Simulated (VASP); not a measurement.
These are PBE GGA with D3 dispersion (Becke-Johnson damping), VASP's PBE PAW potentials (set 64) (plane waves; VASP 6.6.1) values and carry that method's errors.

VASP input:

KPOINTS:
```
Automatic mesh
0
Gamma
1 1 1
0 0 0
```

POSCAR:
```
F atom
26.0
  0.4615384615   0.0000000000   0.0000000000
  0.0000000000   0.4807692308   0.0000000000
  0.0000000000   0.0000000000   0.5000000000
F
1
Cart
  0.0000000000   0.0000000000   0.0000000000
```

INCAR:
```
SYSTEM = F atom
PREC = Normal
ENCUT = 520
EDIFF = 1E-6
NELM = 200
ALGO = All
LREAL = .FALSE.
LASPH = .TRUE.
ISMEAR = 0
SIGMA = 0.01
GGA = PE
IVDW = 12
ISPIN = 2
MAGMOM = 1
LORBIT = 10
LWAVE = .FALSE.
LCHARG = .FALSE.
ISYM = 0
NUPDOWN = 1
```

POTCAR, in this order: F (PBE.64 set). Program: vasp_gam. Read from the step before: WAVECAR.

The run wrote:

OUTCAR:
```
 ion  position               nearest neighbor table
   1  0.000  0.000  0.000-
 Subroutine IBZKPT returns following result:
 Found      1 irreducible k-points:

 Following reciprocal coordinates:
            Coordinates               Weight
  0.000000  0.000000  0.000000      1.000000
   k-points           NKPTS =      1   k-points in BZ     NKDIM =      1   number of bands    NBANDS=      8
   number of dos      NEDOS =    301   number of ions     NIONS =      1
   total plane-waves  NPLWV = 392000
   dimension x,y,z NGX =    70 NGY =   70 NGZ =   80
   dimension x,y,z NGXF=   140 NGYF=  140 NGZF=  160
   ions per type =               1
   PREC   = normal    normal or accurate (medium, high low for compatibility)
   ISTART =      1    job   : 0-new  1-cont  2-samecut
   ICHARG =      0    charge: 1-file 2-atom 10-const
   ISPIN  =      2    spin polarized calculation?
   LNONCOLLINEAR =      F non collinear calculations
   LSORBIT =      F    spin-orbit coupling
   INIWAV =      1    electr: 0-lowe 1-rand  2-diag
   ENCUT  =  520.0 eV  38.22 Ry    6.18 a.u.  22.31 23.24 24.17*2*pi/ulx,y,z
   NELM   =    200;   NELMIN=  2; NELMDL=  0     # of ELM steps
   EDIFF  = 0.1E-05   stopping-criterion for ELM
   LREAL  =      F    real-space projection
   NLSPLINE    = F    spline interpolate recip. space projectors
   LMAXMIX     =    2 max onsite mixed and CHGCAR
   VOSKOWN=      0    Vosko Wilk Nusair interpolation
   EDIFFG = 0.1E-04   stopping-criterion for IOM
   NSW    =      0    number of steps for IOM
   NBLOCK =      1;   KBLOCK =      1    inner block; outer block
   IBRION =     -1    ionic relax: 0-MD 1-quasi-New 2-CG
   NFREE  =      0    steps in history (QN), initial steepest desc. (CG)
   ISIF   =      2    stress and relaxation
   ISYM   =      0    0-nonsym 1-usesym 2-fastsym
   TEIN   =    0.0    initial temperature
   TEBEG  =    0.0;   TEEND  =   0.0 temperature during run
   SMASS  =  -3.00    Nose mass-parameter (am)
   PSTRESS=    0.0 pullay stress
   NELECT =       7.0000    total number of electrons
   EFERMI =   0.00;   METHOD = LEGACY
   ISMEAR =     0;   SIGMA  =   0.01  broadening in eV -4-tet -1-fermi 0-gaus
   IALGO  =     58    algorithm
   LDIAG  =      T    sub-space diagonalisation (order eigenvalues)
   IMIX   =      4    mixing-type and parameters
     AMIX     =   0.40;   BMIX     =  1.00
     AMIX_MAG =   1.60;   BMIX_MAG =  1.00
     AMIN     =   0.10
   GGA     = PE    functional components
   VOSKOWN =     0    Vosko Wilk Nusair interpolation
   LHFCALC =     F    Hartree Fock is set to
   LHFONE  =     F    Hartree Fock one center treatment
   AEXX    =    0.0000 exact exchange contribution
   IVDW    =    12    specifies the selected vdW correction
   LEPSILON=     F    determine dielectric tensor
   LRPA    =     F    only Hartree local field effects (RPA)
  energy-cutoff  :      520.00
  volume of cell :     1950.00
      direct lattice vectors                 reciprocal lattice vectors
    12.000000000  0.000000000  0.000000000     0.083333333  0.000000000  0.000000000
     0.000000000 12.500000000  0.000000000     0.000000000  0.080000000  0.000000000
     0.000000000  0.000000000 13.000000000     0.000000000  0.000000000  0.076923077
 k-point     1 :   0.0000 0.0000 0.0000  plane waves:   26244
 maximum number of plane-waves:     26244
```

OSZICAR:
```
       N       E                     dE             d eps       ncg     rms           ort
SDA:   1    -0.427402589580E+00   -0.42740E+00    0.00000E+00     8   0.352E-06   0.000E+00
SDA:   2    -0.427403893953E+00   -0.13044E-05   -0.13046E-05     8   0.243E-04   0.255E-05
SDA:   3    -0.427549068495E+00   -0.14517E-03   -0.14517E-03     8   0.286E-02   0.265E-03
SDA:   4    -0.636141993365E+00   -0.20859E+00   -0.20464E+00     8   0.370E+00   0.769E-02
CGA:   5    -0.675133528502E+00   -0.38992E-01   -0.11166E+00     8   0.236E-01   0.250E-01
CGA:   6    -0.682846607760E+00   -0.77131E-02   -0.77263E-02     8   0.182E-01  -0.125E-04
CGA:   7    -0.686447454826E+00   -0.36008E-02   -0.36003E-02     8   0.243E-02   0.288E-04
CGA:   8    -0.686901644541E+00   -0.45419E-03   -0.45545E-03     8   0.453E-03   0.459E-05
CGA:   9    -0.686993944656E+00   -0.92300E-04   -0.92929E-04     8   0.124E-03   0.246E-05
CGA:  10    -0.687029108745E+00   -0.35164E-04   -0.35422E-04     8   0.427E-04   0.188E-05
CGA:  11    -0.687039281981E+00   -0.10173E-04   -0.10311E-04     8   0.798E-05   0.806E-06
CGA:  12    -0.687041376251E+00   -0.20943E-05   -0.21612E-05     8   0.231E-05   0.543E-06
CGA:  13    -0.687042092030E+00   -0.71578E-06   -0.74370E-06     8   0.689E-06   0.373E-06
   1 F= -.68704862E+00 E0= -.68704862E+00  d E =-.614126E-29  mag=     1.0000
```

### OUTCAR
```
------------------------ aborting loop because EDIFF is reached ----------------------------------------
 Edisp (eV)   -0.00001
  FORCE on cell =-STRESS in cart. coord.  units (eV):
  Direction    XX          YY          ZZ          XY          YZ          ZX
  --------------------------------------------------------------------------------------
  Total      -0.05156    -0.03839    -0.05663    -0.00102     0.00034    -0.00000
  in kB      -0.04236    -0.03154    -0.04653    -0.00084     0.00028    -0.00000
  external pressure =       -0.04 kB  Pullay stress =        0.00 kB
  volume of cell :     1950.00
      direct lattice vectors                 reciprocal lattice vectors
    12.000000000  0.000000000  0.000000000     0.083333333  0.000000000  0.000000000
     0.000000000 12.500000000  0.000000000     0.000000000  0.080000000  0.000000000
     0.000000000  0.000000000 13.000000000     0.000000000  0.000000000  0.076923077
 POSITION                                       TOTAL-FORCE (eV/Angst)
 -----------------------------------------------------------------------------------
      0.00000      0.00000      0.00000        -0.000000      0.000000     -0.000000
 -----------------------------------------------------------------------------------
    total drift:                               -0.000000      0.000000     -0.000000
  FREE ENERGIE OF THE ION-ELECTRON SYSTEM (eV)
  ---------------------------------------------------
  free  energy   TOTEN  =        -0.6870486244 eV

  energy  without entropy=       -0.6870486244  energy(sigma->0) =       -0.68704862

 total charge

# of ion       s       p       d       tot
------------------------------------------
    1        1.760   3.994   0.000   5.754

 magnetization (x)

# of ion       s       p       d       tot
------------------------------------------
    1        0.004   0.840   0.000   0.844
```
(Selected blocks of OUTCAR.)

The atom may not be in its lowest state.

The cell is a free atom in a box.
